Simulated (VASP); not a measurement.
Method: r2SCAN+rVV10, VASP's PBE PAW potentials (set 64) (plane waves; VASP).

VASP input:

### KPOINTS
```
Regular mesh
0
G
10 10 10
0 0 0
```

### INCAR
```
! general
SYSTEM   = HgTe
PREC     = Accurate
ENCUT    = 520   ! plane-wave cut-off (eV)
LREAL    = .FALSE.
LASPH    = .TRUE.

! electronic loop
EDIFF    = 1E-7   ! SCF stop (eV)
NELM     = 100   ! most electronic steps
ALGO     = Normal
LMAXMIX  = 6
LMIXTAU  = .TRUE.

! smearing
ISMEAR   = 1   ! Methfessel-Paxton
SIGMA    = 0.1

! functional
METAGGA  = R2SCAN
LUSE_VDW = .TRUE.
BPARAM   = 11.95
CPARAM   = 0.0093

! ions
ISIF     = 2   ! forces and stress, cell fixed

! output
LWAVE    = .FALSE.
LCHARG   = .FALSE.
```

File POSCAR:
```
HgTe
1
    0.0000000000     3.2372766927     3.2372766927
    3.2372766927     0.0000000000     3.2372766927
    3.2372766927     3.2372766927     0.0000000000
Hg Te
1 1
Direct
  0.0000000000   0.0000000000   0.0000000000
  0.2500000000   0.2500000000   0.2500000000
```

POTCAR, in this order: Hg Te (PBE.64 set). Program: vasp_std.

Output of the run:

File OUTCAR:
```
 ion  position               nearest neighbor table
   1  0.000  0.000  0.000-   2 2.80   2 2.80   2 2.80   2 2.80
   2  0.250  0.250  0.250-   1 2.80   1 2.80   1 2.80   1 2.80
  LATTYP: Found a face centered cubic cell.
 ALAT       =     6.4745533854
 Subroutine PRICEL returns:
 Original cell was already a primitive cell.
 Subroutine GETGRP returns: Found 24 space group operations
The static configuration has the point symmetry T_d .
The dynamic configuration has the point symmetry T_d .
 Subroutine INISYM returns: Found 24 space group operations
 Subroutine IBZKPT returns following result:
 Found     47 irreducible k-points:

 Following reciprocal coordinates:
            Coordinates               Weight
  0.000000  0.000000  0.000000      1.000000
  0.100000  0.000000  0.000000      8.000000
  0.200000  0.000000  0.000000      8.000000
  0.300000  0.000000  0.000000      8.000000
  0.400000  0.000000  0.000000      8.000000
  0.500000  0.000000  0.000000      4.000000
  0.100000  0.100000  0.000000      6.000000
  0.200000  0.100000  0.000000     24.000000
  0.300000  0.100000  0.000000     24.000000
  0.400000  0.100000  0.000000     24.000000
  0.500000  0.100000  0.000000     24.000000
 -0.400000  0.100000  0.000000     24.000000
 -0.300000  0.100000  0.000000     24.000000
 -0.200000  0.100000  0.000000     24.000000
 -0.100000  0.100000  0.000000     12.000000
  0.200000  0.200000  0.000000      6.000000
  0.300000  0.200000  0.000000     24.000000
  0.400000  0.200000  0.000000     24.000000
  0.500000  0.200000  0.000000     24.000000
 -0.400000  0.200000  0.000000     24.000000
 -0.300000  0.200000  0.000000     24.000000
 -0.200000  0.200000  0.000000     12.000000
  0.300000  0.300000  0.000000      6.000000
  0.400000  0.300000  0.000000     24.000000
  0.500000  0.300000  0.000000     24.000000
 -0.400000  0.300000  0.000000     24.000000
 -0.300000  0.300000  0.000000     12.000000
  0.400000  0.400000  0.000000      6.000000
  0.500000  0.400000  0.000000     24.000000
 -0.400000  0.400000  0.000000     12.000000
  0.500000  0.500000  0.000000      3.000000
  0.300000  0.200000  0.100000     24.000000
  0.400000  0.200000  0.100000     48.000000
  0.500000  0.200000  0.100000     48.000000
 -0.400000  0.200000  0.100000     24.000000
  0.400000  0.300000  0.100000     24.000000
  0.500000  0.300000  0.100000     48.000000
 -0.400000  0.300000  0.100000     48.000000
 -0.300000  0.300000  0.100000     48.000000
 -0.200000  0.300000  0.100000     24.000000
   k-points           NKPTS =     47   k-points in BZ     NKDIM =     47   number of bands    NBANDS=     13
   number of dos      NEDOS =    301   number of ions     NIONS =      2
   total plane-waves  NPLWV =  46656
   dimension x,y,z NGX =    36 NGY =   36 NGZ =   36
   dimension x,y,z NGXF=    72 NGYF=   72 NGZF=   72
   ions per type =               1   1
   PREC   = accura    normal or accurate (medium, high low for compatibility)
   ISTART =      0    job   : 0-new  1-cont  2-samecut
   ICHARG =      2    charge: 1-file 2-atom 10-const
   ISPIN  =      1    spin polarized calculation?
   LNONCOLLINEAR =      F non collinear calculations
   LSORBIT =      F    spin-orbit coupling
   INIWAV =      1    electr: 0-lowe 1-rand  2-diag
   ENCUT  =  520.0 eV  38.22 Ry    6.18 a.u.   8.51  8.51  8.51*2*pi/ulx,y,z
   NELM   =    100;   NELMIN=  2; NELMDL= -5     # of ELM steps
   EDIFF  = 0.1E-06   stopping-criterion for ELM
   LREAL  =      F    real-space projection
   NLSPLINE    = F    spline interpolate recip. space projectors
   LMAXMIX     =    6 max onsite mixed and CHGCAR
...
```

**OSZICAR**
```
       N       E                     dE             d eps       ncg     rms          rms(c)
DAV:   1     0.355783075180E+02    0.35578E+02   -0.83079E+03  1222   0.122E+03
DAV:   2    -0.752718637216E+02   -0.11085E+03   -0.10531E+03  1332   0.272E+02
DAV:   3    -0.797253197186E+02   -0.44535E+01   -0.44236E+01  1497   0.569E+01
DAV:   4    -0.797599103144E+02   -0.34591E-01   -0.34584E-01  1527   0.483E+00
DAV:   5    -0.797602372626E+02   -0.32695E-03   -0.32695E-03  1512   0.368E-01    0.759E+00
DAV:   6    -0.746054967585E+02    0.51547E+01   -0.32841E+00  1232   0.268E+01    0.901E+00
DAV:   7    -0.746165490830E+02   -0.11052E-01   -0.21731E-01  1227   0.559E+00    0.558E+00
DAV:   8    -0.745502893875E+02    0.66260E-01   -0.11525E-01  1277   0.322E+00    0.178E+00
DAV:   9    -0.745231411024E+02    0.27148E-01   -0.20402E-01  1222   0.386E+00    0.266E-01
DAV:  10    -0.746186718541E+02   -0.95531E-01   -0.49743E-02  1222   0.193E+00    0.307E-01
DAV:  11    -0.746137241714E+02    0.49477E-02   -0.63834E-03  1257   0.803E-01    0.958E-02
DAV:  12    -0.746187752257E+02   -0.50511E-02   -0.34117E-03  1252   0.482E-01    0.888E-02
DAV:  13    -0.746182577178E+02    0.51751E-03   -0.23593E-03  1257   0.486E-01    0.436E-02
DAV:  14    -0.746186514808E+02   -0.39376E-03   -0.87555E-05  1307   0.889E-02    0.402E-02
DAV:  15    -0.746188446694E+02   -0.19319E-03   -0.85456E-06  1292   0.329E-02    0.409E-02
DAV:  16    -0.746192221650E+02   -0.37750E-03   -0.81594E-05  1222   0.885E-02    0.401E-02
DAV:  17    -0.746194631471E+02   -0.24098E-03   -0.16739E-04  1237   0.108E-01    0.482E-02
DAV:  18    -0.746194680173E+02   -0.48702E-05   -0.74485E-06  1422   0.282E-02    0.398E-02
DAV:  19    -0.746194674933E+02    0.52401E-06   -0.28484E-06  1247   0.179E-02    0.860E-03
DAV:  20    -0.746194669909E+02    0.50238E-06   -0.11970E-06  1232   0.987E-03    0.171E-03
DAV:  21    -0.746194669298E+02    0.61151E-07   -0.19790E-08   781   0.127E-03
   1 F= -.74619467E+02 E0= -.74619544E+02  d E =0.230906E-03
```

File OUTCAR:
```
------------------------ aborting loop because EDIFF is reached ----------------------------------------
  FORCE on cell =-STRESS in cart. coord.  units (eV):
  Direction    XX          YY          ZZ          XY          YZ          ZX
  --------------------------------------------------------------------------------------
  Total        0.5827644      0.5827644      0.5827644     -0.0000000      0.0000000     -0.0000000
  in kB       13.7604987     13.7604987     13.7604987     -0.0000000      0.0000000     -0.0000000
  external PRESSURE =      13.7604987 kB  Pullay stress =       0.0000000 kB
  volume of cell :       67.85
      direct lattice vectors                 reciprocal lattice vectors
     0.000000000  3.237276693  3.237276693    -0.154450808  0.154450808  0.154450808
     3.237276693  0.000000000  3.237276693     0.154450808 -0.154450808  0.154450808
     3.237276693  3.237276693  0.000000000     0.154450808  0.154450808 -0.154450808
 POSITION                                       TOTAL-FORCE (eV/Angst)
 -----------------------------------------------------------------------------------
      0.00000      0.00000      0.00000        -0.000000      0.000000      0.000000
      1.61864      1.61864      1.61864         0.000000     -0.000000     -0.000000
 -----------------------------------------------------------------------------------
    total drift:                                0.000000      0.000000      0.000000
  FREE ENERGIE OF THE ION-ELECTRON SYSTEM (eV)
  ---------------------------------------------------
  free  energy   TOTEN  =       -74.6194669298 eV

  energy  without entropy=      -74.6196978358  energy(sigma->0) =      -74.61954390
```
(Selected blocks of OUTCAR.)

The compound is HgTe in the zinc blende structure. This cell is one point of a volume scan, at 0.97 of the reference volume.
